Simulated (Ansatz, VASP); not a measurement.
## One calculation of Al5C3, two programs

```xyz
8
Lattice="-2.8816 2.8816 2.8816 2.8816 -2.8816 2.8816 2.8816 2.8816 -2.8816" Properties=species:S:1:pos:R:3 pbc="T T T"
Al    1.4408    1.4408    1.4408
Al    1.4408    1.4408   -1.4408
Al    1.4408   -1.4408    1.4408
Al   -1.4408    1.4408    1.4408
Al    0.0000    0.0000    0.0000
C     2.8816    0.0000    0.0000
C     0.0000    2.8816    0.0000
C     0.0000    0.0000    2.8816
```

Alike in both runs: task relaxation of cell and atoms; functional PBE; k mesh 10 × 10 × 10; occupations gaussian, width 0.1 eV; no spin polarisation.

|  | VASP | Ansatz |
| --- | --- | --- |
| version | VASP 6.6.1 | Ansatz 0.2.0 |
| potentials or method | VASP PAW PBE potentials, release 64 (Al, C) | scalar-relativistic, plane waves, PAW |
| plane-wave cutoff (eV) | 600 | 420 |
| valence electrons in the cell | 27 | 27 |

Ansatz gave:

```
gap on the k mesh at the Fermi level, each at its own relaxed structure (eV) : none
relaxed volume (Å³/atom)                                                     : 12.02
relaxed cell length with the largest relative difference (Å)                 : 4.998
```

Estimate VASP's values.

gap on the k mesh at the Fermi level, each at its own relaxed structure (eV): none; relaxed volume (Å³/atom): 12.02; relaxed cell length with the largest relative difference (Å): 4.999.

A gap of «none» marks a metal or a gap that the smearing closes.
